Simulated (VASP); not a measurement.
Crystal: InBiO4.

```xyz
6
Lattice="3.8882 0.0000 0.0000 0.0000 3.8882 0.0000 0.0000 0.0000 7.5941" Properties=species:S:1:pos:R:3 pbc="T T T"
In    1.9441    1.9441    0.0000
Bi    0.0000    0.0000    0.0000
O     1.9441    1.9441    3.7970
O     1.9441    0.0000    3.7970
O     0.0000    1.9441    3.7970
O     0.0000    0.0000    3.7970
```

The cell was built by a generator and needn't be a form met in nature.

* Program: VASP 6.6.1
* Task: relaxation of cell and atoms
* Functional: PBE
* Potentials or basis: VASP PAW PBE potentials, release 64 (In_d, Bi_d, O)
* Cutoff: 520 eV
* k mesh: 4 × 4 × 2
* Occupations: gaussian, width 0.15 eV
* Spin: no spin polarisation

At the start: pressure 2.8 GPa; volume 19.13 Å³/atom.

**Question.** Where does the relaxation end?

**Answer.** Over 16 steps the energy falls by 658.3 meV/atom and the volume is 13.97 Å³/atom (-27.0 %); space group P4/mmm (No. 123, to 0.05 Å).

Step by step:
```csv
step,energy change (eV),largest force (eV/Å),pressure (GPa),volume (Å³)
1,0.0000,0.0000,2.79,114.81
2,-0.1548,0.0000,-3.41,120.30
3,-0.1577,0.0000,-2.89,119.66
4,-0.3101,0.0000,-3.55,115.75
5,-1.2235,0.0000,-4.07,103.75
6,-3.8026,0.0000,7.21,78.54
7,-3.8004,0.0000,8.94,77.96
8,-3.8156,0.0000,7.89,78.28
9,-3.8678,0.0000,6.25,79.45
10,-3.9432,0.0000,0.67,83.03
11,-3.9451,0.0000,0.22,83.66
12,-3.9413,0.0000,-1.49,84.66
13,-3.9446,0.0000,-0.60,83.96
14,-3.9448,0.0000,-0.53,83.84
15,-3.9466,0.0000,-0.31,83.84
16,-3.9498,0.0000,-0.04,83.83
```

Final structure:
```
CELL_PARAMETERS angstrom
4.25938 0.00000 0.00000
0.00000 4.25938 0.00000
0.00000 0.00000 4.62090
ATOMIC_POSITIONS crystal
In 0.50000 0.50000 0.00000
Bi 0.00000 0.00000 0.00000
O 0.50000 0.50000 0.50000
O 0.50000 0.00000 0.50000
O 0.00000 0.50000 0.50000
O 0.00000 0.00000 0.50000
```

Caveat: the k mesh is coarse (spacing up to 0.41 Å⁻¹), so the values aren't converged; the volume moved by over 15 % at a fixed basis, so the end points are rough.
